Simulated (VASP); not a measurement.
VASP input:

INCAR:
```
SYSTEM = InAs
PREC = Accurate
ENCUT = 520
EDIFF = 1E-7
NELM = 100
ALGO = Normal
LREAL = .FALSE.
LASPH = .TRUE.
ISMEAR = 1
SIGMA = 0.1
GGA = BO
PARAM1 = 0.1833333333
PARAM2 = 0.22
LUSE_VDW = .TRUE.
AGGAC = 0.0
LMAXMIX = 4
LWAVE = .FALSE.
LCHARG = .FALSE.
ISIF = 2
```

File KPOINTS:
```
K-points
0
G
 10 10 10
```

File POSCAR:
```
InAs
1
    0.0000000000     3.0584354751     3.0584354751
    3.0584354751     0.0000000000     3.0584354751
    3.0584354751     3.0584354751     0.0000000000
In As
1 1
Direct
  0.0000000000   0.0000000000   0.0000000000
  0.2500000000   0.2500000000   0.2500000000
```

POTCAR, in this order: In_d As (PBE.64 set). Program: vasp_std.

Problem. Write an equivalent input for Quantum ESPRESSO's pw.x.

Solution. One equivalent input (not run):
```
&CONTROL
  calculation = 'scf'
  pseudo_dir = './pseudo'
  outdir = './out'
  tprnfor = .true.
  tstress = .true.
/
&SYSTEM
  ibrav = 0
  nat = 2
  ntyp = 2
  ecutwfc = 84
  occupations = 'smearing'
  smearing = 'methfessel-paxton'
  degauss = 0.00735
  input_dft = 'vdw-df-obk8'
/
&ELECTRONS
  conv_thr = 7.3e-09
  electron_maxstep = 100
/
ATOMIC_SPECIES
  In 114.818 In.upf
  As 74.922 As.upf
CELL_PARAMETERS angstrom
     0.0000000    3.0584355    3.0584355
     3.0584355    0.0000000    3.0584355
     3.0584355    3.0584355    0.0000000
ATOMIC_POSITIONS crystal
  In   0.0000000  0.0000000  0.0000000
  As   0.2500000  0.2500000  0.2500000
K_POINTS automatic
  10 10 10 0 0 0
```
The two are equivalent in intent, not identical: the potentials are each code's own (VASP's PAW set, PseudoDojo norm-conserving files in pw.x), so ENCUT and ecutwfc are chosen apart and not converted; conv_thr bounds pw.x's estimated SCF error, while EDIFF bounds the energy change between steps.

The compound is InAs in the zinc blende structure. This cell is one point of a volume scan, at 0.97 of the reference volume.
